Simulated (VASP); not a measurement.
OSZICAR of a VASP run on MgS (space group Fm-3m):

### OSZICAR
```
       N       E                     dE             d eps       ncg     rms          rms(c)
DAV:   1     0.180116516976E+02    0.18012E+02   -0.33553E+03   480   0.667E+02
DAV:   2    -0.935752081378E+01   -0.27369E+02   -0.26235E+02   680   0.100E+02
DAV:   3    -0.100038290348E+02   -0.64631E+00   -0.64631E+00   528   0.215E+01
DAV:   4    -0.100065131196E+02   -0.26841E-02   -0.26841E-02   752   0.155E+00
DAV:   5    -0.100065151333E+02   -0.20137E-05   -0.20136E-05   592   0.388E-02    0.438E+00
DAV:   6    -0.962312714822E+01    0.38339E+00   -0.10202E+00   496   0.485E+00    0.335E+00
DAV:   7    -0.957378245520E+01    0.49345E-01   -0.20710E-01   616   0.229E+00    0.214E+00
DAV:   8    -0.956853021575E+01    0.52522E-02   -0.10615E-02   568   0.781E-01    0.796E-01
DAV:   9    -0.956829488585E+01    0.23533E-03   -0.59595E-04   568   0.172E-01    0.263E-01
DAV:  10    -0.956828627637E+01    0.86095E-05   -0.28399E-05   624   0.325E-02    0.862E-02
DAV:  11    -0.956828553872E+01    0.73765E-06   -0.60241E-06   584   0.145E-02
   1 F= -.95682855E+01 E0= -.95682855E+01  d E =-.956829E+01
       N       E                     dE             d eps       ncg     rms          rms(c)
DAV:   1    -0.971356723587E+01   -0.14528E+00   -0.25581E+00   536   0.107E+01    0.292E+00
DAV:   2    -0.960318274564E+01    0.11038E+00   -0.32850E-01   472   0.308E+00    0.884E-01
DAV:   3    -0.959178732319E+01    0.11395E-01   -0.61300E-02   512   0.142E+00    0.676E-01
DAV:   4    -0.959157157135E+01    0.21575E-03   -0.44128E-04   528   0.182E-01    0.587E-01
DAV:   5    -0.959108402491E+01    0.48755E-03   -0.29656E-04   488   0.120E-01    0.919E-02
DAV:   6    -0.959107548507E+01    0.85398E-05   -0.47734E-06   592   0.178E-02    0.326E-02
DAV:   7    -0.959107517017E+01    0.31490E-06   -0.11526E-07   288   0.318E-03
   2 F= -.95910752E+01 E0= -.95910752E+01  d E =-.227896E-01
       N       E                     dE             d eps       ncg     rms          rms(c)
DAV:   1    -0.959668022442E+01   -0.56047E-02   -0.87636E-02   544   0.193E+00    0.501E-01
DAV:   2    -0.959283974952E+01    0.38405E-02   -0.11689E-02   480   0.586E-01    0.160E-01
DAV:   3    -0.959244835946E+01    0.39139E-03   -0.21138E-03   512   0.262E-01    0.102E-01
DAV:   4    -0.959243915878E+01    0.92007E-05   -0.15506E-05   528   0.341E-02    0.872E-02
DAV:   5    -0.959242417755E+01    0.14981E-04   -0.85855E-06   512   0.204E-02    0.105E-02
DAV:   6    -0.959242391538E+01    0.26217E-06   -0.13563E-07   264   0.308E-03
   3 F= -.95924239E+01 E0= -.95924239E+01  d E =-.241384E-01
```

Task: Which electronic solver shows in the log?

Result: It is blocked Davidson (ALGO = Normal, or the opening steps of other solvers). The INCAR had ALGO = Normal.

Task: Can the final energy be trusted as converged?

Result: Self-consistency was reached. It stopped with EDIFF = 1E-6, NELM = 100, NSW = 60 and EDIFFG = -0.01 after 3 ionic steps (LDA (Ceperley-Alder, Perdew-Zunger), plane waves, VASP's LDA PAW potentials (set 64)). Energy and stress use the plane-wave basis of the starting cell.

The structure comes from a computed database's MgS entry (Fm-3m); how it stands against other phases isn't given here. This run relaxes it. Symmetry was kept, so distortions that lower it aren't found.
